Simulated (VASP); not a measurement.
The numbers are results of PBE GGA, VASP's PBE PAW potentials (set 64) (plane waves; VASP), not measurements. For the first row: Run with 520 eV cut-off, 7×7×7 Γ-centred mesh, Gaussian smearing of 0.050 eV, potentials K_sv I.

```csv
system,energy (eV/atom)
KI (rock salt),-2.7826
K atom,-0.1892
I atom,-0.1732
```

Atoms are spin-polarised in a large box without symmetry, with the spin fixed by Hund's rule, and may not be in the lowest state of each functional; no zero-point energy is added.  Spin-orbit coupling is left out, which shifts such energies by up to tenths of an eV for the heavy elements here.

What is the cohesive energy per atom of KI?

The references average (1×(-0.1892) + 1×(-0.1732))/2 = -0.1812 eV, so the cohesive energy is -0.1812 − (-2.7826) = 2.601 eV/atom.
